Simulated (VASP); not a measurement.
Calculation: PBE GGA with D3 dispersion (Becke-Johnson damping), VASP's PBE PAW potentials (set 64) (plane waves; VASP 6.6.1).

Input for VASP

File KPOINTS:
```
kpoints
0
G
 12 12 1
0 0 0
```

### INCAR
```
ALGO = Normal
DIPOL = 0.5 0.5 0.5
EDIFF = 1E-6
EFIELD = 0.2
ENCUT = 400
GGA = PE
IDIPOL = 3
ISIF = 2
ISMEAR = 0
ISYM = 0
IVDW = 12
LASPH = .True.
LCHARG = .False.
LDIPOL = .True.
LMAXMIX = 6
LORBIT = 11
LREAL = .False.
LVHAR = .True.
LWAVE = .False.
NELM = 100
PREC = Accurate
SIGMA = 0.05
SYSTEM = PtSe2 monolayer
```

### KPOINTS_OPT
```
k-points along high-symmetry lines
15
Line-mode
Reciprocal
  0.000000   0.000000   0.000000 ! GAMMA
  0.500000   0.000000   0.000000 ! M

  0.500000   0.000000   0.000000 ! M
  0.333333   0.333333   0.000000 ! K

  0.333333   0.333333   0.000000 ! K
  0.000000   0.000000   0.000000 ! GAMMA
```

**POSCAR**
```
PtSe2 monolayer
1.0
  3.7073251519   0.0000000000   0.0000000000
 -1.8536625759   3.2106379987   0.0000000000
  0.0000000000   0.0000000000  18.8189066456
Se Pt
2 1
Cart
  1.8536644296   1.0702115960   8.0861748235
 -0.0000018536   2.1404264027  10.7327318221
  0.0000000000   0.0000000000   9.4094533228
```

POTCAR, in this order: Se Pt (PBE.64 set). Program: vasp_std.

The resulting files:

OUTCAR:
```
 ion  position               nearest neighbor table
   1  0.667  0.333  0.430-   3 2.52   3 2.52   3 2.52
   2  0.333  0.667  0.570-   3 2.52   3 2.52   3 2.52
   3  0.000  0.000  0.500-   1 2.52   2 2.52   1 2.52   2 2.52   1 2.52   2 2.52
 Subroutine IBZKPT returns following result:
 Found     74 irreducible k-points:

 Following reciprocal coordinates:
            Coordinates               Weight
  0.000000  0.000000  0.000000      1.000000
  0.083333  0.000000  0.000000      2.000000
  0.000000  0.083333  0.000000      2.000000
 -0.083333  0.083333  0.000000      2.000000
  0.166667 -0.000000  0.000000      2.000000
  0.000000  0.166667  0.000000      2.000000
 -0.166667  0.166667  0.000000      2.000000
  0.250000 -0.000000  0.000000      2.000000
  0.000000  0.250000  0.000000      2.000000
 -0.250000  0.250000  0.000000      2.000000
  0.333333 -0.000000  0.000000      2.000000
  0.000000  0.333333  0.000000      2.000000
 -0.333333  0.333333  0.000000      2.000000
  0.416667 -0.000000  0.000000      2.000000
  0.000000  0.416667  0.000000      2.000000
 -0.416667  0.416667  0.000000      2.000000
  0.500000 -0.000000  0.000000      1.000000
  0.000000  0.500000  0.000000      1.000000
  0.500000  0.500000  0.000000      1.000000
  0.083333  0.083333  0.000000      2.000000
 -0.083333  0.166667  0.000000      2.000000
 -0.166667  0.083333  0.000000      2.000000
  0.166667  0.083333  0.000000      2.000000
 -0.083333  0.250000  0.000000      2.000000
 -0.250000  0.166667  0.000000      2.000000
 -0.166667  0.250000  0.000000      2.000000
  0.083333  0.166667  0.000000      2.000000
  0.250000 -0.083333  0.000000      2.000000
  0.250000  0.083333  0.000000      2.000000
 -0.083333  0.333333  0.000000      2.000000
 -0.333333  0.250000  0.000000      2.000000
...
```

### OSZICAR
```
       N       E                     dE             d eps       ncg     rms          rms(c)
DAV:   1     0.150729350493E+03    0.15073E+03   -0.68446E+03  2220   0.891E+02
DAV:   2    -0.498888533537E+00   -0.15123E+03   -0.14550E+03  3399   0.180E+02
DAV:   3    -0.149571595240E+02   -0.14458E+02   -0.14241E+02  2934   0.680E+01
DAV:   4    -0.151856836333E+02   -0.22852E+00   -0.22822E+00  2823   0.986E+00
DAV:   5    -0.151907509205E+02   -0.50673E-02   -0.50663E-02  3079   0.135E+00    0.126E+01
DAV:   6    -0.144943052473E+02    0.69645E+00   -0.52643E+00  2843   0.231E+01    0.701E+00
DAV:   7    -0.143377599295E+02    0.15655E+00   -0.14557E+00  2556   0.118E+01    0.330E+00
DAV:   8    -0.142968619474E+02    0.40898E-01   -0.16534E-01  3032   0.343E+00    0.697E-01
DAV:   9    -0.142936050705E+02    0.32569E-02   -0.43737E-02  2850   0.163E+00    0.243E-01
DAV:  10    -0.142932216375E+02    0.38343E-03   -0.80656E-03  2906   0.551E-01    0.159E-01
DAV:  11    -0.142932460652E+02   -0.24428E-04   -0.93459E-04  3130   0.264E-01    0.560E-02
DAV:  12    -0.142932497622E+02   -0.36970E-05   -0.12998E-04  3111   0.716E-02    0.193E-02
DAV:  13    -0.142932541130E+02   -0.43509E-05   -0.60508E-05  3228   0.484E-02    0.845E-03
DAV:  14    -0.142932780213E+02   -0.23908E-04   -0.19437E-05  3032   0.225E-02    0.477E-03
DAV:  15    -0.142932999169E+02   -0.21896E-04   -0.40347E-06  2579   0.920E-03    0.290E-03
DAV:  16    -0.142933122269E+02   -0.12310E-04   -0.28273E-06  2297   0.609E-03    0.240E-03
DAV:  17    -0.142933264768E+02   -0.14250E-04   -0.20567E-06  2161   0.520E-03    0.108E-03
DAV:  18    -0.142933317600E+02   -0.52832E-05   -0.12866E-07  2384   0.183E-03    0.806E-04
DAV:  19    -0.142933400430E+02   -0.82830E-05   -0.73171E-07  2216   0.252E-03    0.479E-04
DAV:  20    -0.142933413922E+02   -0.13492E-05   -0.47968E-08  2496   0.102E-03    0.322E-04
DAV:  21    -0.142933424165E+02   -0.10243E-05   -0.32160E-08  2139   0.646E-04    0.139E-04
DAV:  22    -0.142933429662E+02   -0.54969E-06   -0.12109E-08  2251   0.383E-04
   1 F= -.15190585E+02 E0= -.15190585E+02  d E =-.155412E-12
       N       E                     dE             ncg
```

File OUTCAR:
```
------------------------ aborting loop because EDIFF is reached ----------------------------------------
 Edisp (eV)   -0.89724
  FORCE on cell =-STRESS in cart. coord.  units (eV):
  Direction    XX          YY          ZZ          XY          YZ          ZX
  --------------------------------------------------------------------------------------
  Total      -0.01148    -0.01151    -0.00800    -0.00002    -0.00003     0.00004
  in kB      -0.08208    -0.08230    -0.05725    -0.00016    -0.00018     0.00030
  external pressure =       -0.07 kB  Pullay stress =        0.00 kB
  volume of cell :      224.00
      direct lattice vectors                 reciprocal lattice vectors
     3.707325152  0.000000000  0.000000000     0.269736254  0.155732288  0.000000000
    -1.853662576  3.210637999  0.000000000     0.000000000  0.311464575  0.000000000
     0.000000000  0.000000000 18.818906646     0.000000000  0.000000000  0.053138050
 POSITION                                       TOTAL-FORCE (eV/Angst)
 -----------------------------------------------------------------------------------
      1.85366      1.07021      8.08617        -0.000016      0.000010     -0.014642
     -0.00000      2.14043     10.73273         0.000016     -0.000010      0.013351
      0.00000      0.00000      9.40945        -0.000000      0.000000      0.001292
 -----------------------------------------------------------------------------------
    total drift:                               -0.000000      0.000000     -0.000014
  FREE ENERGIE OF THE ION-ELECTRON SYSTEM (eV)
  ---------------------------------------------------
  free  energy   TOTEN  =       -15.1905851950 eV

  energy  without entropy=      -15.1905851950  energy(sigma->0) =      -15.19058519

 total charge

# of ion       s       p       d       tot
------------------------------------------
    1        1.478   2.247   0.057   3.781
    2        1.476   2.254   0.056   3.786
    3        0.677   0.700   7.996   9.373
--------------------------------------------------
tot          3.631   5.201   8.109  16.940
```
(Selected blocks of OUTCAR.)

The cell holds a wide vacuum, so values per volume refer to the whole cell. The sign of EFIELD follows VASP, where electrons move along the field's direction.

The cell is a sheet with vacuum, built from a generated structure.
